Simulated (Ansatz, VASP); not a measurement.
**Zr2COF (Zr2COF MXene monolayer) in two plane-wave programs**

Wanted: the spread between two codes on one cell, functional and k mesh. The structure shown is the start of the Ansatz relaxation below; VASP solves that cell, so the two are compared at the walk's first step.

Main program and level: Ansatz 0.2.0; plane waves, with VASP 6.6.1 beside it; single point at PBE with D3(BJ).

## 1. The structure

The cell holds 5 atoms: 1 F, 2 Zr, 1 C and 1 O. Its edges and angles: a = 3.289 Å, b = 3.289 Å, c = 40.572 Å, α = 90.0°, β = 90.0°, γ = 120.0°. Vacuum lies along c.

## 2. Ansatz: relaxation, PBE with D3(BJ)

Ansatz runs on its PAW soft_1 files.

The two programs are compared at the cell with which this relaxation starts, whose forces are those of its first step.

input.yaml

```yaml
crystal:
  lattice:
    - [3.289, 0.0, 0.0]
    - [-1.6445, 2.848357553, 0.0]
    - [0.0, 0.0, 40.5718145983]
  atoms:
    - { symbol: F, position: [0.3333333333, 0.6666666667, 0.4411929853] }
    - { symbol: Zr, position: [0.6666666667, 0.3333333333, 0.4657812231], spin: 1.0 }
    - { symbol: C, position: [0.0, 0.0, 0.4977677583] }
    - { symbol: Zr, position: [0.3333333333, 0.6666666667, 0.5297542934], spin: 1.0 }
    - { symbol: O, position: [0.6666666667, 0.3333333333, 0.5588070147] }
  periodic: [true, true, false]
magnetization:
  spin_polarized: true
kpoints:
  mp_grid: { grid: [12, 12, 1] }
hamiltonian:
  xc: pbe
  dispersion: d3bj
  pseudopotentials: { kind: paw, azcp: { folder: soft_1 } }
scf:
  occupations: { method: fermi_dirac, width: 0.05 }
  convergence: { dr2_threshold: 1.0e-09 }
relax:
  f_tol: 0.004
  max_steps: 90
  cell: {}
output:
  write_potential: true
  write_density: true
  volumetric_format: npy
```

The run is started by

```sh
ansatz run input.yaml --threads 2 --pin off --max-ram 3072MiB --backend cpu --events-out ev --progress --plain --runs-dir out
```

Numbers of over 12 decimals in the logs are rounded to 6 here.

Output:

```text
Warning: relax.cell: scf.convergence.dr2_threshold = 1e-9 eV is looser than the 2.29140738368e-10 eV advised for a relaxation that steers and ends on the stress (1e-10 eV for each atom of the cell: 5, times the square of relax.cell.stress_2d_tol = 0.05 N/m over 14.8 Å (the atoms' height at the walk's start and 5 Å past either face), 3.385e-2 GPa, over a crystal's default 0.05). What an SCF threshold leaves in a stress goes as its square root, and in the free energy as the threshold itself, and one threshold admits the most on a small cell: [figures from the program's tests cut] Set scf.convergence.dr2_threshold to 2.29140738368e-10 eV or tighter. [rest of the remark cut]
Engine: ansatz 0.2.0, aarch64-unknown-linux-gnu
Pseudopotentials: kind: paw
Pseudopotential: F, paw, valence charge 7, recommended cutoff 420 eV (normal), soft_1/F.paw.azcp
Pseudopotential: Zr, paw, valence charge 12, recommended cutoff 420 eV (normal), soft_1/Zr.paw.azcp
Pseudopotential: C, paw, valence charge 4, recommended cutoff 420 eV (normal), soft_1/C.paw.azcp
Pseudopotential: O, paw, valence charge 6, recommended cutoff 420 eV (normal), soft_1/O.paw.azcp
Functional definition: PBE
  parameter kappa = 0.804
  parameter beta = 0.066725
  exchange = pbe_x(kappa = kappa, mu = beta*pi^2/3)
  correlation = pbe_c(beta = beta)
Crystal: 5 atoms, lattice volume = 380.087 Å³
Basis set: ecut = 420 eV, 7587 PW (Γ), exchange–correlation on 48×48×576 points (8 copies of the dense FFT grid, shifted against one another)
Bands: 27, of which v1, the nominal top of the filled ones, is band 21 counted from 1 (20 counted from 0)
Symmetry: 6 space group operations
Space group: P3m1 (ITA 156), of the structure as read, at distance tolerance 7.2e-5 Å
Magnetic group: BNS 156.49 (UNI 1279), of the structure as read, at distance tolerance 7.2e-5 Å
k-points: 19 of 144 (time reversal used)
Non-local potential: F, projectors of the file, l = 0: 2, l = 1: 2, l = 2: 1
Non-local potential: Zr, projectors of the file, l = 0: 3, l = 1: 2, l = 2: 2, l = 3: 1
Non-local potential: C, projectors of the file, l = 0: 2, l = 1: 2, l = 2: 1
Non-local potential: O, projectors of the file, l = 0: 2, l = 1: 2, l = 2: 1
PAW form: soft (Blöchl's): semilocal exchange-correlation on the pseudo side does not see the compensation charge
PAW one-centre angular grid: F, 110 points (default); XC on 64 Gauss nodes
PAW one-centre angular grid: Zr, 590 points (default); XC on 64 Gauss nodes
PAW one-centre angular grid: C, 110 points (default); XC on 64 Gauss nodes
PAW one-centre angular grid: O, 110 points (default); XC on 64 Gauss nodes
Initial density: superposition of atomic densities (neutral atoms: chi_scale 0, normalization atom)
Starting moments: Σ|m| = 2 μB on 2 of 5 sites
Initial wavefunctions: pseudopotential atomic-orbital guess
Functional: x = pbe(κ = 0.804, μ = 0.219515), c = pbe(β = 0.066725)
SCF iter   1: F=—  HF=-10006.191679 eV  |F-HF|=—  |Δ(HF+E_count)|=         —  Δρ=3.24e-2 (↑3.24e-2 ↓3.08e-2)  dr2=3.01e1  dr2_m=1.87e-1  M=0.462 μB ∫|m|=0.612 μB  β_m=0.30  ethr=3.10e-3  ⟨swp⟩=14.9  Hψ=8016  notcnv=0
Mixer restart at iter 1: flushing history
preconditioner: auto → Resta (q_TF=auto, 1.882 Å⁻¹)  ε∞=1.7  [insulator: Δε(μ)=0.275 eV  Ē_g=10.752 eV  σ=0.050 eV  W_gap=0.87  n_scr=24 (ndim 8)  ℏωp=9.1 eV  f_vac=0.793  D(μ)=0.28/eV (n_scr^D=4)  ε∞_Penn≈1.7  vacuum switching on, ρ_ref=8.4e-3 e/Å³]
spin=Collinear: Resta preconditioning applied to the charge; magnetization (m = ρ↑ − ρ↓) channel mixes plain (no charge-response kernel on spin).
SCF iter   2: F=—  HF=-10000.934274 eV  |F-HF|=—  |Δ(HF+E_count)|=    5.26e0  Δρ=1.87e-2 (↑1.68e-2 ↓1.87e-2)  dr2=2.50e1  dr2_m=9.08e-2  M=0.814 μB ∫|m|=0.848 μB  β_m=0.26  ethr=3.10e-3  ⟨swp⟩=8.8  Hψ=3873  notcnv=0  defer=57
preconditioner: auto → LDOS  [metal: Δε(μ)=0.048 eV  Ē_g=9.345 eV  σ=0.050 eV  W_gap=0.23  n_scr=24 (ndim 8)  ℏωp=9.1 eV  f_vac=0.798  D(μ)=2.99/eV (n_scr^D=14)]
spin=Collinear: LDOS preconditioning applied to the charge; magnetization (m = ρ↑ − ρ↓) channel mixes plain (no charge-response kernel on spin).
SCF iter   3: F=—  HF=-10000.691697 eV  |F-HF|=—  |Δ(HF+E_count)|=   2.43e-1  Δρ=1.11e-2 (↑1.11e-2 ↓9.97e-3)  dr2=2.53e0  dr2_m=7.34e-2  M=0.442 μB ∫|m|=0.548 μB  β_m=0.49  ethr=3.10e-3  ⟨swp⟩=5.7  Hψ=2518  notcnv=0  defer=30
[...]
Initial wavefunctions: pseudopotential atomic-orbital guess (no wavefunctions were taken with the density)
iter 1 solved again at ethr=5.68e-8 eV; its pass at ethr=3.10e-3 eV (dr2=2.33e-5 eV) is discarded
SCF iter   1: F=—  HF=-10001.226677 eV  |F-HF|=—  |Δ(HF+E_count)|=         —  Δρ=1.15e-5 (↑1.15e-5 ↓1.15e-5)  dr2=2.79e-7  dr2_m=3.62e-11  M=0.000 μB ∫|m|=0.000 μB  β_m=0.65  ethr=5.68e-8  ⟨swp⟩=7.7  Hψ=13388  notcnv=0
preconditioner: auto → LDOS  [metal: Δε(μ)=0.086 eV  Ē_g=9.237 eV  σ=0.050 eV  W_gap=0.37  n_scr=20 (ndim 8)  ℏωp=9.2 eV  f_vac=0.807  D(μ)=2.12/eV (n_scr^D=12)]
spin=Collinear: LDOS preconditioning applied to the charge; magnetization (m = ρ↑ − ρ↓) channel mixes plain (no charge-response kernel on spin).
SCF iter   2: F=—  HF=-10001.226677 eV  |F-HF|=—  |Δ(HF+E_count)|=   3.96e-7  Δρ=3.75e-6 (↑3.75e-6 ↓3.73e-6)  dr2=6.23e-8  dr2_m=1.33e-11  M=0.000 μB ∫|m|=0.000 μB  β_m=0.53  ethr=6.81e-10  ⟨swp⟩=3.2  Hψ=2316  notcnv=0
SCF iter   3: F=—  HF=-10001.226677 eV  |F-HF|=—  |Δ(HF+E_count)|=   4.98e-8  Δρ=1.73e-6 (↑1.73e-6 ↓1.72e-6)  dr2=9.26e-9  dr2_m=6.76e-12  M=0.000 μB ∫|m|=0.000 μB  β_m=0.69  ethr=1.52e-10  ⟨swp⟩=3.2  Hψ=1801  notcnv=0
SCF iter   4: F=—  HF=-10001.226677 eV  |F-HF|=—  |Δ(HF+E_count)|=   2.41e-8  Δρ=4.74e-7 (↑4.74e-7 ↓4.71e-7)  dr2=1.48e-9  dr2_m=1.44e-12  M=0.000 μB ∫|m|=0.000 μB  β_m=0.71  ethr=2.26e-11  ⟨swp⟩=3.4  Hψ=2033  notcnv=0
SCF iter   5: F=-10001.226677 eV  HF=-10001.226677 eV  |F-HF|=8.46e-10  |Δ(HF+E_count)|=   6.81e-9  Δρ=7.34e-8 (↑7.34e-8 ↓7.19e-8)  dr2=1.05e-10  dr2_m=3.50e-13  M=0.000 μB ∫|m|=0.000 μB  ethr=2.44e-12  ⟨swp⟩=16.8  Hψ=8567  notcnv=0
the starting moments were not kept: the SCF closed with an absolute magnetisation of 2.2e-6 μB, where they sum to 2 μB in size (2 sites). That is at most 0.1 of that sum. Measured as dr2_m measures the in/out step, that magnetisation stands 4.4e-13 eV from none, at or under the dr2_threshold of 1.0e-9 eV: it is no larger than a step whose dr2_m would equal this threshold.
SCF 7 converged in 5 iterations: F = -10001.226677 eV  dr2 = 1.05e-10
relax step   7: F+E_penalty+E_count = -10001.22667699 eV  Δ(F+E_penalty+E_count) = +9.274e-4 eV  max|allowed force component| = 1.966e-3 eV/Å  Δτ_max = 0.0000 Å  P = -0.014 N/m  Ω = 376.521 Å³  fix = [c, alpha, beta]  reactions: c -0.000 N/m  stress off target by 1.36e-2 N/m on what of the cell is left free  SCF on the basis re-selected at this cell (its energy is not comparable with the rows above)  (5 SCF iters)
basis re-selected at this cell: Δ(F+E_penalty+E_count) = +9.274e-4 eV, ΔP = -0.021 N/m vs the last step (what re-selecting the basis moved, of the pressure what is left beyond the Pulay correction that the steps carried, after the strain that the cell walked since its last selection, with what the two solves' SCF thresholds leave and, on support functions, any second-order correction that the steps lacked; it is no m [...]
WARN: The output density's exchange-correlation potential varies sharply where the density is thin. Do not read a vacuum level from v_tot or v_xc, or from such a field of the output density. On a cell that repeats whose density bears no net charge and no dipole along the vacuum's axis use v_es (v_loc + v_h of the components); under efield.dipole_correction with no amplitude use v_es + v_field, which holds any externa [...]
SCF converged after 5 iterations
Magnetization: 0.0000 μB (20.5000 up, 20.5000 down)
Absolute magnetization: 0.0000 μB (∫|ρ↑−ρ↓|, with the PAW one-centre terms)
Spin contamination: 0.0000 ħ² per cell (⟨S²⟩ above its minimum at these occupations)
Per-site moments (μB) at R_I (Å): [(4.1438155188322804e-8, 0.952037), (5.712733327759703e-7, 0.930707), (-2.4327093870655856e-7, 0.930707), (1.3076607199293404e-7, 0.875041), (9.347813202413021e-8, 0.875041)]
Free energy (F): -10001.226677 eV
Harris-Foulkes:  -10001.226677 eV  (|F-HF|=8.46e-10)
Internal energy: -10001.209925 eV  (E = F + TS)
E sigma→0 (E₀):  -10001.218301 eV
Entropy (-TS):   -0.016752 eV (-3.350 meV/atom)
Fermi energy:    -4.431328 eV
--- Per-component energies (eV) ---
  E_band       = -912.448512
  E_kinetic    = 1087.669850
  E_local      = -134531.012788  (includes V_loc(G=0)·N_el)
  E_nonlocal   = 309.357932
  E_hartree    = 66575.105816
  E_xc         = -508.130011
  E_vxc        = -617.752442  (∫ρ·V_xc dr)
  E_paw        = -6394.110284  (= ΣΔE_a)
  E_vpaw       = -310.924456  (= ΣTr[D̂ρ^β])
  E_aug_tail   = 0.001430  (compensation charges beyond the density's cutoff)
  E_ewald      = 63460.941358
  E_disp       = -1.033227  (pairwise vdW)
  E_smearing   = -0.016752  (= −TS)
  E_closure    = -0.000000  (closes the sum)
  Σ components = -10001.226677   (vs F -10001.226677, Δ=0.00e0)
--- Forces (eV/Å), atoms counted from 1 ---
  atom   1  F      0.00000000    -0.00000000     0.00066118
  atom   2  Zr     0.00000000     0.00000000    -0.00196620
  atom   3  C      0.00000000    -0.00000000     0.00095782
  atom   4  Zr     0.00000000     0.00000000    -0.00096202
  atom   5  O      0.00000000     0.00000000     0.00130604
  max |Σ_I F_I| component: 3.19e-6 eV/Å
--- 2D stress c σ (N/m, compression-positive) ---
       -0.013618       0.000000       0.000000
        0.000000      -0.013618      -0.000000
        0.000000      -0.000000      -0.000000
  P = ½ c Tr σ = -0.0136 N/m
--- Band table (eV; the first three rows and the last of 38) ---
  k-point 0 ↑: bands = [... 17 lower, -7.5749, -6.5770, -6.5770, -3.6802, -3.6802, -3.4527, -2.3579, -1.8757, ... 2 higher]
  k-point 1 ↑: bands = [... 17 lower, -7.5088, -6.8183, -6.6387, -3.9347, -3.5788, -3.3328, -2.4058, -1.7676, ... 2 higher]
  k-point 2 ↑: bands = [... 17 lower, -7.6287, -7.1383, -6.7738, -4.3432, -3.2789, -3.2572, -2.2730, -1.5296, ... 2 higher]
  k-point 18 ↓: bands = [... 17 lower, -8.0325, -7.7427, -7.5560, -3.6162, -2.8189, -2.4970, -1.4979, -1.4727, ... 2 higher]
  the weakly bound empty levels are not read free of the cell's end (no_gap_told)
--- Relaxed structure (6 steps of the walk, 5 accepted, 1 SCFs on fresh bases) ---
  F+E_penalty+E_count = -10001.22667699 eV   max|allowed force component| = 1.966e-3 eV/Å   (the final SCF, on the basis selected at the relaxed cell)
  cell:  # Å, volume = 376.5206 Å³
    - [3.273534, 0, 0]
    - [-1.636767, 2.834964, 0]
    - [0, 0, 40.5718145983]
  atoms:
    - { symbol: F, position: [0.333333, 0.666667, 0.435483] }
    - { symbol: Zr, position: [0.666667, 0.333333, 0.468133] }
    - { symbol: C, position: [3.378260835007007e-19, 0, 0.498508] }
    - { symbol: Zr, position: [0.333333, 0.666667, 0.533718] }
    - { symbol: O, position: [0.666667, 0.333333, 0.557461] }
```

(Part 1 of 2 ends here.)

[Lines on the potential files, build, host, timing and source positions are cut from VASP's logs without a mark.]

[Logs are printed without paths, hosts, clocks, repeated set-up lines and the standing remarks that a program may print on its own settings, such as how far it seeks lower states.]

[Hosts, paths, dates, database ids (printed as entryN), source tags and the programs' standing remarks are cut or masked in the printed files.]
